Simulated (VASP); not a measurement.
Input:

```
CELL_PARAMETERS angstrom
      1.31509    -2.27780     0.00000
      1.31509     2.27780     0.00000
      0.00000     0.00000     4.62311
ATOMIC_POSITIONS crystal
  Zn 0.33333 0.66667 0.25000
  Zn 0.66667 0.33333 0.75000
```

Level of theory: vdW-DF-cx, VASP's PBE PAW potentials (set 64) (plane waves; VASP 6.6.1). Settings: 520 eV cut-off, 16×16×8 Γ-centred mesh, first-order Methfessel-Paxton smearing of 0.10 eV, potentials Zn.

Task: The ions and cell shape at fixed volume are relaxed. Predict the relaxed structure.

Result: 
```
CELL_PARAMETERS angstrom
      1.29775    -2.24777     0.00000
      1.29775     2.24777     0.00000
      0.00000     0.00000     4.74743
ATOMIC_POSITIONS crystal
  Zn 0.33333 0.66667 0.25000
  Zn 0.66667 0.33333 0.75000
```
Space group P6_3/mmc (194), at a tolerance of 0.03 Å.

Task: How much energy does the relaxation gain?

Result: The energy (σ→0) changes by -4.7 meV/atom, in 7 ionic steps.

```csv
step,E(σ→0) (eV),max force (eV/Å),pressure (GPa),volume (Å³)
1,3.6183,0.000,3.22,27.70
2,3.6130,0.000,3.28,27.70
3,3.6103,0.000,3.51,27.70
4,3.6114,0.000,4.11,27.70
5,3.6090,0.000,3.69,27.70
6,3.6089,0.000,3.81,27.70
7,3.6089,0.000,3.79,27.70
```

The compound is Zn in the hcp structure. This cell is one point of a volume scan, at 0.97 of the reference volume. Symmetry was kept, so distortions that lower it aren't found.
